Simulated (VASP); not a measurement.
# TiTePbS with revPBE: from relaxation to properties, part 5 of 5

Wanted: the relaxed cell of TiTePbS and its properties. The cell is invented: it takes the structure of a Materials Project entry for TePb2S (space group 123 there), with some of its atoms replaced by other elements, volume scaled by an estimate. It may not be a known or stable phase.

VASP 6.6.1, plane waves and PAW; the level of theory is named at each step.

So far. Step 6 (Total and projected DOS (revPBE)): The finer mesh and the other smearing move the Fermi level by -0.01 eV from the 5×5×3 run, a small shift, which tests the Fermi level alone. Of the states within 0.3 eV of the Fermi level, the largest shares in the PAW spheres are Ti d 70 %. The rest lies in smaller channels or between the spheres. Step 7 (Band structure (r2SCAN)): There is no gap at this level.

## Step 8: Starting orbitals for the hybrid (continued)

Level of this step: PBE, no spin polarisation; plane waves and PAW (Pb_d, Te, Ti_sv, S); invented cell (VASP).

OUTCAR, selected parts (step 8):

```text
   NELECT =      38.0000    total number of electrons

 E-fermi :   7.1694

 k-point     1 :       0.0000    0.0000    0.0000
  band No.  band energies     occupation
    ...
     16       4.9331      2.00000
     17       5.1442      2.00000
     18       5.1442      2.00000
     19       5.9747      2.00000
     20       6.9874      2.00000
     21       7.2212      0.14218
     22       7.2212      0.14218
     23       7.3933      0.00000
     24       8.8236      0.00000
     25      11.3163      0.00000

  Total       -0.5754097     -0.5754097     -1.2597837      0.0000000      0.0000000     -0.0000000
  in kB       -8.9242031     -8.9242031    -19.5383677      0.0000000      0.0000000     -0.0000000
  external PRESSURE =     -12.4622579 kB  Pullay stress =       0.0000000 kB

  FREE ENERGIE OF THE ION-ELECTRON SYSTEM (eV)
  ---------------------------------------------------
  free  energy   TOTEN  =       -19.7072389260 eV

  energy  without entropy=      -19.6949558578  energy(sigma->0) =      -19.70109739

[... 9 parts as in an earlier step ...]

[... 9 further parts left out ...]
```

Numbers from this step:

```
SCF cycles              : 17
bands                   : 25
free energy (TOTEN)     : -19.71 eV
energy at zero smearing : -19.70 eV
Fermi energy            : 7.169 eV
pressure                : -1.246 GPa
```

The run ends at a pressure of -1.25 GPa.

## Step 9: Bands along the symmetry lines (HSE06)

This step: HSE06, no spin polarisation; plane waves and PAW (Pb_d, Te, Ti_sv, S); invented cell (VASP 6.6.1).

HSE06 mixes in a quarter of exact exchange at short range, at far higher cost; in semiconductors this cures much of the gap error, while metals seldom gain.

INCAR

```
SYSTEM = TiTePbS
PREC = Accurate
ENCUT = 400
EDIFF = 1E-06
NELM = 100
ISMEAR = 0
SIGMA = 0.05
LREAL = .FALSE.
ALGO = Normal
LHFCALC = .TRUE.
AEXX = 0.25
GGA = PE
HFSCREEN = 0.2
LASPH = .TRUE.
NBANDS = 25
PRECFOCK = Fast
LORBIT = 11
LWAVE = .FALSE.
LCHARG = .FALSE.
KPAR = 2
```

POSCAR

```
TiTePbS
1.0
    4.1063267957      0.0000000000      0.0000000000
    0.0000000000      4.1063267957      0.0000000000
    0.0000000000      0.0000000000      6.1264836247
Pb Te Ti S
1 1 1 1
Direct
    0.5000000000      0.5000000000      0.5000000000
    0.5000000000      0.5000000000      0.0000000000
    0.0000000000      0.0000000000      0.0000000000
    0.0000000000      0.0000000000      0.5000000000
```

KPOINTS

```
Automatic mesh
0
Gamma
4 4 3
0 0 0
```

KPOINTS_OPT

```
Line mode
6
Line-mode
Reciprocal
  0.00000000   0.00000000   0.00000000 GAMMA
  0.00000000   0.50000000   0.00000000 X

  0.00000000   0.50000000   0.00000000 X
  0.50000000   0.50000000   0.00000000 M

  0.50000000   0.50000000   0.00000000 M
  0.00000000   0.00000000   0.00000000 GAMMA

  0.00000000   0.00000000   0.00000000 GAMMA
  0.00000000   0.00000000   0.50000000 Z

  0.00000000   0.00000000   0.50000000 Z
  0.00000000   0.50000000   0.50000000 R

  0.00000000   0.50000000   0.50000000 R
  0.50000000   0.50000000   0.50000000 A

  0.50000000   0.50000000   0.50000000 A
  0.00000000   0.00000000   0.50000000 Z

  0.00000000   0.50000000   0.00000000 X
  0.00000000   0.50000000   0.50000000 R

  0.50000000   0.50000000   0.00000000 M
  0.50000000   0.50000000   0.50000000 A
```

The projector-augmented-wave data sets are Pb_d, Te, Ti_sv and S (PBE family, release 64).

The run starts from files that an earlier step left in the folder.

On the command line:

```sh
mpirun -np 2 vasp_std
```

The program printed:

```text
[banner, memory and clock lines left out]
running    2 mpi-ranks, on    1 nodes
[...]
LDA part: xc-table for (Slater+PW92), standard interpolation
 found WAVECAR, reading the header
 POSCAR, INCAR and KPOINTS ok, starting setup
[...]
reading WAVECAR
 the WAVECAR file was read successfully
 initial charge from wavefunction
 entering main loop
       N       E                     dE             d eps       ncg     rms          rms(c)
DAV:   1    -0.238632051061E+02   -0.23863E+02   -0.28380E+00   688   0.111E+01    0.102E+01
DAV:   2    -0.237117121272E+02    0.15149E+00   -0.11706E+00   651   0.758E+00    0.631E+00
DAV:   3    -0.237366026373E+02   -0.24891E-01   -0.10511E-01   622   0.283E+00    0.391E+00
DAV:   4    -0.237336268296E+02    0.29758E-02   -0.38273E-02   811   0.118E+00    0.244E+00
[...]
DAV:  32    -0.241929843584E+02    0.53159E-05   -0.58380E-06   770   0.167E-02    0.286E-02
DAV:  33    -0.241929825112E+02    0.18472E-05   -0.20383E-06   594   0.101E-02    0.174E-02
DAV:  34    -0.241929818693E+02    0.64194E-06   -0.76827E-07   410   0.682E-03
   1 F= -.24192982E+02 E0= -.24192046E+02  d E =-.187252E-02
 Start KPOINTS_OPT (optional k-point list driver)
k-point batch [1-12\54]
       N       E                     dE             ncg
DAV:   1     0.348212951755E+03   -0.82956E+04      600
DAV:   2    -0.421267689610E+04   -0.45609E+04      629
DAV:   3    -0.472093220508E+04   -0.50826E+03      811
DAV:   4    -0.476574633913E+04   -0.44814E+02      926
[...]
DAV:   8    -0.476778023924E+04   -0.87598E-04      853
DAV:   9    -0.476778024237E+04   -0.31255E-05      598
DAV:  10    -0.476778024251E+04   -0.14562E-06      535
k-point batch [13-24\54]
       N       E                     dE             ncg
DAV:   1     0.447154008523E+03   -0.47321E+04      600
DAV:   2    -0.416670912490E+04   -0.46139E+04      605
```

Run time: 41 min. Hardware: 2 MPI ranks of AMD EPYC 7R43, shared host.

The run was cut off at its time limit.

The self-consistent loop had finished, and the limit fell in the path of KPOINTS_OPT; fewer path points or more time would be the way on.

## Step 10: Outcome

| Item | Value |
| --- | --- |
| relaxed volume | 25.83 Å³/atom |
| relaxed conventional cell a, b, c | 4.106, 4.106, 6.126 Å |
| space group after relaxing, within 0.02 Å | P4/mmm (No. 123) |
| band gap | none, a metal |
| DOS at the Fermi level | 5.77 states/eV/cell |
| band gap (r2SCAN) | none, a metal |

In words: With revPBE, TiTePbS relaxes to 25.83 Å³/atom in space group P4/mmm (held by the symmetry of the run) and comes out as a metal. Not obtained: bands along the symmetry lines (HSE06), because the run hit its time limit. Band structure (revPBE): Of the bands kept, 4 cross the Fermi level on this path. Band structure (r2SCAN): Of the bands kept, 4 cross the Fermi level on this path. The other levels ran on the cell relaxed with revPBE, and without spin-orbit coupling unless named. Spin-orbit coupling is left out, and with elements this heavy it would split and shift bands near the Fermi level. The k-sampling is coarse for a metal, so the Fermi level, pressures and the shape of the cell carry errors. Magnetism was not tested. No search among competing phases was made. All values are for a static lattice at zero temperature.

[Lines on the potential files, build, host, timing and source positions are cut from VASP's logs without a mark.]

[Logs are printed without paths, hosts, clocks, repeated set-up lines and the standing remarks that a program may print on its own settings, such as how far it seeks lower states.]

[Hosts, paths, dates, database ids (printed as entryN), source tags and the programs' standing remarks are cut or masked in the printed files.]

[A measured line is paired with the nearest computed mode of its activity, which favours agreement.]
